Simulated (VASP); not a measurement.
Al₂Ga₂As₄ (ordered alloy cell): computed properties

These are PBEsol GGA, VASP's PBE PAW potentials (set 64) (plane waves; VASP 6.6.1) values and carry that method's errors.

| Item | Result |
|---|---|
| space group | R3m (160) |
| cell | a = b = 4.011 Å, c = 39.242 Å, α = β = 90.00°, γ = 120.00° |
| volume per atom | 22.78 Å³/atom |
| band gap (over mesh and band path) | 0.93 eV |
| smallest direct gap (over mesh and band path) | 0.93 eV |
| band-edge character | direct, Γ to Γ |
| density | 4.49 g/cm³ |

```xyz
8
Lattice="0.0000 2.8362 2.8362 2.8362 0.0000 2.8362 11.3337 11.3337 0.0111" Properties=species:S:1:pos:R:3 pbc="T T T"
Ga     2.8375     2.8375     5.6710
Ga     2.8320     2.8320     0.0042
As     1.4176     1.4176     1.4186
As     4.2495     4.2495     1.4229
As     7.0829     7.0829     1.4257
As     9.9173     9.9173     1.4274
Al     8.5035     8.5035     5.6775
Al    11.3389    11.3389     5.6782
```

The structure was generated: Al2Ga2As4 was put into an ordered model structure (R3m), which need not be its known phase. It was relaxed first. Symmetry was kept, so distortions that lower it aren't found.
